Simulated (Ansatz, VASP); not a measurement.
# Cross-check of C (Diamond) between VASP and Ansatz, part 2 of 2

One calculation is typed for both programs; each brings its own data sets. How far apart do they land? The cell is taken from a series of runs on this material, whose earlier steps may have relaxed, scaled, displaced or heated it; both programs get it as it stands.

VASP 6.6.1 and Ansatz 0.2.0.

So far: The structure; Ansatz: zone-centre phonons, LDA.

### Step 3. VASP: zone-centre phonons, LDA

Level of this step: LDA; plane waves and PAW (C) (VASP).

The same cell, functional (in two slightly different forms) and mesh now go to VASP, with its own data sets.

Lines of VASP's logs that name or quote its potential files are left out, and so is its time.

Input file INCAR:

```
SYSTEM = C
PREC = Accurate
ENCUT = 600
EDIFF = 1E-08
NELM = 120
ISMEAR = 0
SIGMA = 0.01
LREAL = .FALSE.
ALGO = Normal
GGA = PW92
NBANDS = 10
LORBIT = 11
LWAVE = .FALSE.
LCHARG = .FALSE.
ISIF = 2
IBRION = 8
LEPSILON = .TRUE.
LASPH = .TRUE.
GGA_COMPAT = .FALSE.
EFERMI = MIDGAP
KPAR = 2
```

Input file POSCAR:

```
C
1.0
    0.0000000000      1.7480305248      1.7480305248
    1.7480305248      0.0000000000      1.7480305248
    1.7480305248      1.7480305248      0.0000000000
C
2
Direct
    0.0000000000      0.0000000000      0.0000000000
    0.2500000000      0.2500000000      0.2500000000
```

Input file KPOINTS:

```
Automatic mesh
0
Gamma
12 12 12
0 0 0
```

Potentials, in the order of the species: C (LDA family, release 64).

Launch:

```
$ mpirun -np 2 vasp_std
```

Numbers of over 12 decimals in the logs are rounded to 6 here.

Output:

```text
[banner, memory and clock lines left out]
running    2 mpi-ranks, on    1 nodes
 distrk:  each k-point on    1 cores,    2 groups
 distr:  one band on    1 cores,    1 groups

 POSCAR found type information on POSCAR C
 POSCAR found :  1 types and       2 ions
|                                                                             |
|               ----> ADVICE to this user running VASP <----                  |
|                                                                             |
|     You enforced a specific xc type in the INCAR file but a different       |
|     [... a line on the potential file left out ...]
|     I HOPE YOU KNOW WHAT YOU ARE DOING!                                     |
|                                                                             |

 LDA part: xc-table for (Slater(with rela. corr.)+PW92), standard interpolation
 POSCAR, INCAR and KPOINTS ok, starting setup
 FFT: planning ... GRIDC
 FFT: planning ... GRID_SOFT
 FFT: planning ... GRID
 WAVECAR not read
 entering main loop
       N       E                     dE             d eps       ncg     rms          rms(c)
DAV:   1    -0.314910009015E+00   -0.31491E+00   -0.54624E+03  1468   0.899E+02
DAV:   2    -0.208142676160E+02   -0.20499E+02   -0.19589E+02  1984   0.136E+02
DAV:   3    -0.212013200435E+02   -0.38705E+00   -0.38623E+00  1702   0.150E+01
DAV:   4    -0.212020823407E+02   -0.76230E-03   -0.76227E-03  1606   0.776E-01
DAV:   5    -0.212020833141E+02   -0.97332E-06   -0.97332E-06  1654   0.270E-02    0.613E+00
DAV:   6    -0.205036413950E+02    0.69844E+00   -0.40206E-01  1490   0.473E+00    0.355E+00
DAV:   7    -0.202616667002E+02    0.24197E+00   -0.46968E-01  1552   0.512E+00    0.800E-01
DAV:   8    -0.202615549394E+02    0.11176E-03   -0.96603E-03  1532   0.898E-01    0.273E-02
DAV:   9    -0.202615415347E+02    0.13405E-04   -0.35888E-05  1582   0.511E-02    0.198E-02
DAV:  10    -0.202615428469E+02   -0.13122E-05   -0.17879E-06  1596   0.123E-02    0.470E-03
DAV:  11    -0.202615427855E+02    0.61445E-07   -0.57887E-08  1652   0.201E-03    0.706E-04
DAV:  12    -0.202615427744E+02    0.11046E-07   -0.11811E-09   900   0.346E-04    0.161E-04
DAV:  13    -0.202615427722E+02    0.22382E-08   -0.68836E-11   762   0.888E-05
   1 F= -.20261543E+02 E0= -.20261543E+02  d E =0.000000E+00
 Linear response reoptimize wavefunctions to high precision
DAV:   1    -0.202615427717E+02    0.45986E-09   -0.28704E-12   822   0.171E-05
DAV:   2    -0.202615427717E+02   -0.12733E-10   -0.11763E-12   748   0.420E-06
 Linear response G [H, r] |phi>, progress :
  Direction:   1
       N       E                     dE             d eps       ncg     rms
RMM:   1    -0.316700224054E+02   -0.31670E+02    0.20836E+00  3315   0.431E+01
RMM:   2    -0.323886002059E+02   -0.71858E+00   -0.94978E-01  2277   0.853E+00
RMM:   3    -0.323990963516E+02   -0.10496E-01   -0.30455E-03  2409   0.507E-01
RMM:   4    -0.323991857077E+02   -0.89356E-04   -0.17616E-05  2527   0.393E-02
RMM:   5    -0.323991870836E+02   -0.13760E-05    0.57924E-08  2490   0.359E-03
RMM:   6    -0.323991871323E+02   -0.48684E-07   -0.12524E-07  2318   0.389E-04
RMM:   7    -0.323991871518E+02   -0.19465E-07   -0.53669E-07  1866   0.893E-05
RMM:   8    -0.323991871442E+02    0.75830E-08   -0.36698E-07  1823   0.668E-05
RMM:   9    -0.323991871434E+02    0.84736E-09   -0.48774E-07  1663   0.659E-05
RMM:  10    -0.323991871431E+02    0.30268E-09   -0.71963E-07  1384   0.659E-05
RMM:  11    -0.323991871433E+02   -0.22083E-09   -0.16950E-06  1057   0.661E-05
 Linear response G [H, r] |phi>, progress :
  Direction:   2
       N       E                     dE             d eps       ncg     rms
RMM:   1    -0.353334177179E+02   -0.35333E+02   -0.52185E+01  3332   0.413E+01
RMM:   2    -0.329037562407E+02    0.24297E+01   -0.63912E-01  2282   0.722E+00
RMM:   3    -0.329079539263E+02   -0.41977E-02   -0.23861E-03  2398   0.418E-01
RMM:   4    -0.329079798547E+02   -0.25928E-04   -0.13096E-05  2555   0.338E-02
RMM:   5    -0.329079805768E+02   -0.72215E-06    0.28548E-07  2519   0.290E-03
RMM:   6    -0.329079806166E+02   -0.39783E-07    0.61427E-08  2319   0.322E-04
RMM:   7    -0.329079806259E+02   -0.93172E-08    0.32965E-10  1896   0.834E-05
 Linear response G [H, r] |phi>, progress :
  Direction:   3
       N       E                     dE             d eps       ncg     rms
RMM:   1    -0.206796909327E+02   -0.20680E+02    0.60627E+01  3181   0.401E+01
RMM:   2    -0.224180747460E+02   -0.17384E+01   -0.88166E-01  2260   0.780E+00
RMM:   3    -0.224239061458E+02   -0.58314E-02   -0.54955E-03  2433   0.481E-01
RMM:   4    -0.224238946001E+02    0.11546E-04   -0.65625E-05  2463   0.389E-02
RMM:   5    -0.224238934438E+02    0.11562E-05   -0.16075E-06  2430   0.364E-03
RMM:   6    -0.224238933470E+02    0.96810E-07    0.20658E-08  2202   0.394E-04
RMM:   7    -0.224238933533E+02   -0.62220E-08    0.28240E-07  1700   0.851E-05
RMM:   8    -0.224238933629E+02   -0.96788E-08    0.22432E-06  1626   0.600E-05
RMM:   9    -0.224238933635E+02   -0.55186E-09    0.75146E-08  1471   0.586E-05
 Linear response to external field (no local field effect), progress :
  Direction:   1
       N       E                     dE             d eps       ncg     rms          rms(c)
RMM:   1    -0.170215090207E+00   -0.17022E+00   -0.61263E-01  3168   0.221E+00
[...]
RMM:   4    -0.173918319399E+00   -0.16600E-07   -0.11453E-08  2276   0.727E-04
RMM:   5    -0.173918319461E+00   -0.62265E-10   -0.10246E-10  1698   0.471E-05
 change of polarisation eV/A/(eV/A) component  1 :     0.348     0.154     0.045
 dielectric tensor                  component  1 :     6.892     2.614     0.766
 Linear response to external field (no local field effect), progress :
  Direction:   2
       N       E                     dE             d eps       ncg     rms          rms(c)
RMM:   1    -0.167088353280E+00   -0.16709E+00   -0.58589E-01  3172   0.223E+00
RMM:   2    -0.170705926370E+00   -0.36176E-02   -0.92106E-04  2305   0.262E-01
RMM:   3    -0.170709652395E+00   -0.37260E-05   -0.28313E-06  2331   0.108E-02
RMM:   4    -0.170709669806E+00   -0.17410E-07   -0.11784E-08  2287   0.763E-04
RMM:   5    -0.170709669868E+00   -0.62493E-10   -0.69876E-11  1691   0.479E-05
 change of polarisation eV/A/(eV/A) component  2 :     0.154     0.341    -0.058
 dielectric tensor                  component  2 :     2.614     6.783    -0.987
 Linear response to external field (no local field effect), progress :
  Direction:   3
       N       E                     dE             d eps       ncg     rms          rms(c)
RMM:   1    -0.862981497024E-01   -0.86298E-01   -0.30338E-01  3121   0.165E+00
RMM:   2    -0.883711214449E-01   -0.20730E-02   -0.47416E-04  2273   0.182E-01
RMM:   3    -0.883730169559E-01   -0.18955E-05   -0.13657E-06  2317   0.789E-03
RMM:   4    -0.883730245109E-01   -0.75549E-08   -0.51348E-09  2269   0.554E-04
 change of polarisation eV/A/(eV/A) component  3 :     0.045    -0.058     0.177
 dielectric tensor                  component  3 :     0.766    -0.987     3.994
 Linear response to external field, progress :
  Direction:   1
       N       E                     dE             d eps       ncg     rms          rms(c)
RMM:   1    -0.141221771852E+00   -0.14122E+00   -0.50085E-01  7156   0.203E+00
RMM:   2    -0.144330474048E+00   -0.31087E-02   -0.78075E-04  5166   0.234E-01    0.669E-01
RMM:   3    -0.142183781743E+00    0.21467E-02   -0.71414E-04  5143   0.207E-01    0.390E-01
RMM:   4    -0.146657267249E+00   -0.44735E-02   -0.10322E-03  5163   0.251E-01    0.330E-02
RMM:   5    -0.147053328225E+00   -0.39606E-03   -0.11216E-05  5286   0.265E-02    0.267E-03
RMM:   6    -0.147065626274E+00   -0.12298E-04   -0.31720E-08  5490   0.159E-03    0.146E-03
RMM:   7    -0.147068748609E+00   -0.31223E-05   -0.46910E-09  5482   0.661E-04    0.988E-05
RMM:   8    -0.147069257217E+00   -0.50861E-06   -0.90876E-11  4397   0.603E-05    0.240E-05
RMM:   9    -0.147069151407E+00    0.10581E-06   -0.16754E-11  2265   0.202E-05    0.214E-06
 change of polarisation eV/A/(eV/A) component  1 :     0.279     0.090     0.031
 dielectric tensor                  component  1 :     5.719     1.522     0.519
 Linear response to external field, progress :
  Direction:   2
       N       E                     dE             d eps       ncg     rms          rms(c)
RMM:   1    -0.141189400398E+00   -0.14119E+00   -0.50053E-01  7167   0.203E+00
RMM:   2    -0.144330493757E+00   -0.31411E-02   -0.78082E-04  5164   0.234E-01    0.669E-01
RMM:   3    -0.142184792520E+00    0.21457E-02   -0.71156E-04  5141   0.206E-01    0.390E-01
RMM:   4    -0.146657580461E+00   -0.44728E-02   -0.10290E-03  5164   0.251E-01    0.330E-02
RMM:   5    -0.147053184193E+00   -0.39560E-03   -0.11205E-05  5288   0.265E-02    0.266E-03
RMM:   6    -0.147065629583E+00   -0.12445E-04   -0.30939E-08  5491   0.158E-03    0.146E-03
RMM:   7    -0.147068734801E+00   -0.31052E-05   -0.45852E-09  5467   0.659E-04    0.985E-05
RMM:   8    -0.147069256564E+00   -0.52176E-06   -0.46183E-11  4385   0.591E-05    0.240E-05
RMM:   9    -0.147069145097E+00    0.11147E-06    0.11006E-11  2262   0.204E-05    0.213E-06
 change of polarisation eV/A/(eV/A) component  2 :     0.074     0.279    -0.002
 dielectric tensor                  component  2 :     1.248     5.719    -0.027
 Linear response to external field, progress :
  Direction:   3
       N       E                     dE             d eps       ncg     rms          rms(c)
RMM:   1    -0.141190418692E+00   -0.14119E+00   -0.50054E-01  7166   0.203E+00
RMM:   2    -0.144330447982E+00   -0.31400E-02   -0.78310E-04  5164   0.235E-01    0.669E-01
RMM:   3    -0.142184784540E+00    0.21457E-02   -0.71358E-04  5141   0.207E-01    0.390E-01
RMM:   4    -0.146657434955E+00   -0.44727E-02   -0.10310E-03  5161   0.251E-01    0.330E-02
RMM:   5    -0.147053198169E+00   -0.39576E-03   -0.11207E-05  5289   0.265E-02    0.267E-03
RMM:   6    -0.147065627749E+00   -0.12430E-04   -0.31349E-08  5490   0.159E-03    0.146E-03
RMM:   7    -0.147068736785E+00   -0.31090E-05   -0.46177E-09  5479   0.660E-04    0.988E-05
RMM:   8    -0.147069253560E+00   -0.51677E-06   -0.45400E-11  4393   0.597E-05    0.240E-05
RMM:   9    -0.147069144844E+00    0.10872E-06    0.82521E-12  2245   0.202E-05    0.214E-06
 change of polarisation eV/A/(eV/A) component  3 :     0.012     0.057     0.279
 dielectric tensor                  component  3 :     0.202     0.967     5.719
 Linear response DOF=           1
 Linear response progress:
  Degree of freedom:   1/  1
       N       E                     dE             d eps       ncg     rms          rms(c)
RMM:   1    -0.121339802268E+00   -0.12134E+00   -0.24668E-02 13353   0.208E+00
RMM:   2    -0.111543113802E+00    0.97967E-02   -0.37817E-03  8560   0.397E-01    0.198E-01
RMM:   3    -0.111560015875E+00   -0.16902E-04   -0.42566E-04  8421   0.119E-01    0.108E-01
RMM:   4    -0.112408124882E+00   -0.84811E-03   -0.42020E-04  8367   0.124E-01    0.136E-02
RMM:   5    -0.112355755920E+00    0.52369E-04   -0.24384E-05  9063   0.142E-02    0.106E-03
RMM:   6    -0.112354255525E+00    0.15004E-05   -0.24401E-06  9100   0.837E-04    0.455E-04
RMM:   7    -0.112351521017E+00    0.27345E-05   -0.42332E-07  9323   0.344E-04    0.695E-05
RMM:   8    -0.112351463930E+00    0.57087E-07    0.15401E-07  9437   0.432E-05    0.111E-05
RMM:   9    -0.112351318612E+00    0.14532E-06    0.21224E-07  9529   0.177E-05    0.137E-06
RMM:  10    -0.112351320112E+00   -0.14997E-08    0.18728E-07  7955   0.471E-06    0.280E-07
RMM:  11    -0.112351321323E+00   -0.12110E-08    0.17566E-07  5508   0.408E-06    0.328E-08
 first order change of Fermi-energy  -0.53819E+01
 force on displaced ion       1 direction 1 : -41.288   0.000   0.000
 Born effective charge ion    1 direction 1 :   0.000   0.000   0.000
 Born effective charges drift removed
 Linear response finished
```

From OUTCAR (step 3):

```text
ion  position               nearest neighbor table
   1  0.000  0.000  0.000-   2 1.51   2 1.51   2 1.51   2 1.51
   2  0.250  0.250  0.250-   1 1.51   1 1.51   1 1.51   1 1.51

  LATTYP: Found a face centered cubic cell.
 ALAT       =     3.4960610496

 Subroutine GETGRP returns: Found 48 space group operations
 (whereof 24 operations were pure point group operations)

The static configuration has the point symmetry T_d .
 The point group associated with its full space group is O_h .

 Found     72 irreducible k-points:

   k-points           NKPTS =     72   k-points in BZ     NKDIM =     72   number of bands    NBANDS=     10

   dimension x,y,z NGX =    20 NGY =   20 NGZ =   20
   dimension x,y,z NGXF=    40 NGYF=   40 NGZF=   40

   ENCUT  =  600.0 eV  44.10 Ry    6.64 a.u.   4.94  4.94  4.94*2*pi/ulx,y,z

   NELECT =       8.0000    total number of electrons

 k-points in reciprocal lattice and weights: Automatic mesh
   0.00000000  0.00000000  0.00000000       0.001
   0.08333333  0.00000000  0.00000000       0.005
   0.16666667  0.00000000  0.00000000       0.005
   0.25000000  0.00000000  0.00000000       0.005
   0.33333333  0.00000000  0.00000000       0.005
   0.41666667  0.00000000  0.00000000       0.005
   0.50000000  0.00000000  0.00000000       0.002
   0.08333333  0.08333333  0.00000000       0.003
   0.16666667  0.08333333  0.00000000       0.014
[...]
-0.33333333  0.50000000  0.16666667       0.007
  -0.25000000  0.50000000  0.25000000       0.003

 average (electrostatic) potential at core
       1 -48.6315       2 -48.6315

  Total        1.0113942      1.0113942      1.0113942     -0.0000000     -0.0000000      0.0000000
  in kB      151.6889742    151.6889742    151.6889742     -0.0000000     -0.0000000      0.0000000
  external PRESSURE =     151.6889742 kB  Pullay stress =       0.0000000 kB

  energy-cutoff  :      600.00
  volume of cell :       10.68
      direct lattice vectors                 reciprocal lattice vectors
     0.000000000  1.748030525  1.748030525    -0.286036195  0.286036195  0.286036195
     1.748030525  0.000000000  1.748030525     0.286036195 -0.286036195  0.286036195
     1.748030525  1.748030525  0.000000000     0.286036195  0.286036195 -0.286036195

 POSITION                                       TOTAL-FORCE (eV/Angst)
 -----------------------------------------------------------------------------------
      0.00000      0.00000      0.00000         0.000000      0.000000      0.000000
      0.87402      0.87402      0.87402        -0.000000     -0.000000     -0.000000
 -----------------------------------------------------------------------------------
    total drift:                                0.000000      0.000000      0.000000

 MACROSCOPIC STATIC DIELECTRIC TENSOR (including local field effects in DFT)
 ------------------------------------------------------
           5.718558    -0.000000    -0.000000
           0.000000     5.718558     0.000000
           0.000000     0.000000     5.718558
 ------------------------------------------------------

 PIEZOELECTRIC TENSOR (including local field effects)  for field in x, y, z        (C/m^2)
          XX          YY          ZZ          XY          YZ          ZX
  --------------------------------------------------------------------------------
  x     0.00000    -0.00000    -0.00000     0.00000    -0.00000     0.00000
  y    -0.00000     0.00000    -0.00000     0.00000     0.00000    -0.00000
  z     0.00000     0.00000     0.00000     0.00000     0.00000     0.00000

 BORN EFFECTIVE CHARGES (including local field effects) (in |e|, cummulative output)
 ---------------------------------------------------------------------------------
 ion    1
    1    -0.00000     0.00000     0.00000
    2     0.00000    -0.00000     0.00000
    3     0.00000     0.00000    -0.00000
 ion    2
    1     0.00000    -0.00000    -0.00000
    2    -0.00000     0.00000    -0.00000
    3     0.00000     0.00000     0.00000

 Eigenvectors and eigenvalues of the dynamical matrix
 ----------------------------------------------------

   1 f  =   40.991104 THz   257.554704 2PiTHz 1367.316060 cm-1   169.525509 meV
             X         Y         Z           dx          dy          dz
      0.000000  0.000000  0.000000     0.000000   -0.707107    0.000000
      0.874015  0.874015  0.874015     0.000000    0.707107    0.000000

   2 f  =   40.991104 THz   257.554704 2PiTHz 1367.316060 cm-1   169.525509 meV
             X         Y         Z           dx          dy          dz
      0.000000  0.000000  0.000000    -0.707107    0.000000    0.000000
      0.874015  0.874015  0.874015     0.707107    0.000000    0.000000

   3 f  =   40.991104 THz   257.554704 2PiTHz 1367.316060 cm-1   169.525509 meV
             X         Y         Z           dx          dy          dz
      0.000000  0.000000  0.000000     0.000000    0.000000   -0.707107
      0.874015  0.874015  0.874015     0.000000    0.000000    0.707107

   4 f  =    0.000000 THz     0.000000 2PiTHz    0.000000 cm-1     0.000000 meV
             X         Y         Z           dx          dy          dz
      0.000000  0.000000  0.000000     0.707107    0.000000    0.000000
      0.874015  0.874015  0.874015     0.707107    0.000000    0.000000

   5 f  =    0.000000 THz     0.000000 2PiTHz    0.000000 cm-1     0.000000 meV
             X         Y         Z           dx          dy          dz
      0.000000  0.000000  0.000000     0.000000    0.707107    0.000000
      0.874015  0.874015  0.874015     0.000000    0.707107    0.000000

   6 f  =    0.000000 THz     0.000000 2PiTHz    0.000000 cm-1     0.000000 meV
             X         Y         Z           dx          dy          dz
      0.000000  0.000000  0.000000     0.000000    0.000000    0.707107
      0.874015  0.874015  0.874015     0.000000    0.000000    0.707107

 MACROSCOPIC STATIC DIELECTRIC TENSOR IONIC CONTRIBUTION
 ------------------------------------------------------
           0.000000    -0.000000    -0.000000
          -0.000000     0.000000    -0.000000
          -0.000000    -0.000000     0.000000
 ------------------------------------------------------

 ELASTIC MODULI CONTR FROM IONIC RELAXATION (kBar)
 Direction    XX          YY          ZZ          XY          YZ          ZX
 --------------------------------------------------------------------------------
 XX           0.0000      0.0000      0.0000      0.0000      0.0000      0.0000
 YY           0.0000      0.0000      0.0000      0.0000      0.0000      0.0000
 ZZ           0.0000      0.0000      0.0000      0.0000      0.0000      0.0000
 XY           0.0000      0.0000      0.0000   -127.9517      0.0000      0.0000
 YZ           0.0000      0.0000      0.0000      0.0000   -127.9517      0.0000
 ZX           0.0000      0.0000      0.0000      0.0000      0.0000   -127.9517
 --------------------------------------------------------------------------------

 PIEZOELECTRIC TENSOR IONIC CONTR  for field in x, y, z        (C/m^2)
          XX          YY          ZZ          XY          YZ          ZX
  --------------------------------------------------------------------------------
  x     0.00000     0.00000     0.00000     0.00000    -0.00000     0.00000
  y     0.00000     0.00000     0.00000     0.00000     0.00000    -0.00000
  z     0.00000     0.00000     0.00000    -0.00000     0.00000     0.00000
```

### Step 4. Side by side

Known differences besides the potentials themselves: fixed occupations in Ansatz, narrow Gaussian smearing in VASP; VASP's run holds the zone centre alone; VASP's response is taken on the typed mesh, Ansatz refines its own for the field response alone; the cutoff is 420 eV in Ansatz and 600 eV in VASP; VASP's log shows a relativistic correction to its local exchange, Ansatz's none. Total energies have different zeros and are not compared.

Compared:

| quantity | Ansatz | VASP | difference |
| --- | --- | --- | --- |
| ε∞ xx | 5.72 | 5.72 | +0.11 % |
| ε∞ yy | 5.72 | 5.72 | +0.11 % |
| ε∞ zz | 5.72 | 5.72 | +0.11 % |
| Born charge of C1 (mean of the diagonal) (e) | 0.00 | 0.00 | 0.00 |
| optical mode 1 to 3 (cm⁻¹) | 1364.9 | 1367.3 | -0.18 % |

Modes are paired by rising frequency, not by their patterns, so a pair may set unlike modes beside each other; they are those without the splitting of longitudinal modes.

### Step 5. Summary of results

| Quantity | Value |
| --- | --- |
| r.m.s. difference of the optical zone-centre modes, each program's sorted by frequency (zone-centre phonons, LDA) | 2.4 cm⁻¹ |

The r.m.s. difference of the optical zone-centre modes, each program's sorted by frequency is 2.4 cm⁻¹ (zone-centre phonons, LDA). Such differences can come from data sets, numerical settings and the points named under the comparisons, not from the functional's error against experiment.

[Lines on the potential files, build, host, timing and source positions are cut from VASP's logs without a mark.]

[Logs are printed without paths, hosts, clocks, repeated set-up lines and the standing remarks that a program may print on its own settings, such as how far it seeks lower states.]

[Hosts, paths, dates, database ids (printed as entryN), source tags and the programs' standing remarks are cut or masked in the printed files.]
